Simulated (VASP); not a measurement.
Output of a VASP run:

File OSZICAR:
```
       N       E                     dE             d eps       ncg     rms          rms(c)
DAV:   1     0.110468730735E+03    0.11047E+03   -0.79221E+03   416   0.135E+03
DAV:   2     0.705922644686E+00   -0.10976E+03   -0.10751E+03   436   0.305E+02
DAV:   3    -0.681506590426E+01   -0.75210E+01   -0.74715E+01   551   0.872E+01
DAV:   4    -0.702529346592E+01   -0.21023E+00   -0.21012E+00   487   0.170E+01
DAV:   5    -0.703226642589E+01   -0.69730E-02   -0.69728E-02   605   0.238E+00    0.373E+00
DAV:   6    -0.694081647376E+01    0.91450E-01   -0.18061E-01   564   0.696E+00    0.218E+00
DAV:   7    -0.693040287736E+01    0.10414E-01   -0.69291E-02   555   0.269E+00    0.612E-01
DAV:   8    -0.693164755389E+01   -0.12447E-02   -0.74850E-03   524   0.113E+00    0.232E-01
DAV:   9    -0.693234558655E+01   -0.69803E-03   -0.98648E-04   479   0.301E-01    0.752E-02
DAV:  10    -0.693241773848E+01   -0.72152E-04   -0.62630E-05   507   0.598E-02    0.305E-02
DAV:  11    -0.693246521723E+01   -0.47479E-04   -0.88689E-05   451   0.659E-02    0.202E-02
DAV:  12    -0.693246597285E+01   -0.75562E-06   -0.10420E-06   368   0.824E-03
   1 F= -.69324660E+01 E0= -.69322874E+01  d E =-.357089E-03
```

OUTCAR:
```
------------------------ aborting loop because EDIFF is reached ----------------------------------------
  FORCE on cell =-STRESS in cart. coord.  units (eV):
  Direction    XX          YY          ZZ          XY          YZ          ZX
  --------------------------------------------------------------------------------------
  Total        0.0285948      0.0285948      0.0285948      0.0000000      0.0000000     -0.0000000
  in kB        0.6278621      0.6278621      0.6278621      0.0000000      0.0000000     -0.0000000
  external PRESSURE =       0.6278621 kB  Pullay stress =       0.0000000 kB
  volume of cell :       72.97
      direct lattice vectors                 reciprocal lattice vectors
     0.000000000  3.316661435  3.316661435    -0.150754007  0.150754007  0.150754007
     3.316661435  0.000000000  3.316661435     0.150754007 -0.150754007  0.150754007
     3.316661435  3.316661435  0.000000000     0.150754007  0.150754007 -0.150754007
  FREE ENERGIE OF THE ION-ELECTRON SYSTEM (eV)
  ---------------------------------------------------
  free  energy   TOTEN  =        -6.9324659728 eV

  energy  without entropy=       -6.9321088841  energy(sigma->0) =       -6.93228743
```
(Selected blocks of OUTCAR.)

### POSCAR
```
InSb
1
    0.0000000000     3.3166614348     3.3166614348
    3.3166614348    -0.0000000000     3.3166614348
    3.3166614348     3.3166614348    -0.0000000000
In Sb
1 1
Direct
  1.0000000000   1.0000000000   1.0000000000
  0.2500000000   0.2500000000   0.2500000000
```

Problem. Write an INCAR and KPOINTS that could have produced this output.

Solution. Several could match; the one computed here: the input of the run itself, PBE GGA, plane waves, VASP's PBE PAW potentials (set 64).

**INCAR**
```
GGA = PE   # PBE
LREAL = F   # projection in real space or not
SYSTEM = InSb
EDIFF = 1E-6   # SCF stop (eV)
ALGO = Normal
LASPH = T   # aspherical one-centre terms
ISMEAR = 0   # Gaussian
NELM = 100
SIGMA = 0.05
LMAXMIX = 4   # l cut-off of mixed one-centre charges
ENCUT = 520   # plane-wave cut-off (eV)
LWAVE = F
LCHARG = T
PREC = Accurate
```

### KPOINTS
```
Automatic mesh
0
G
  6 6 6
0 0 0
```

POTCAR, in this order: In_d Sb (PBE.64 set). Program: vasp_std.

The compound is InSb in the zinc blende structure. It was relaxed first, which changed the volume by +7 %.
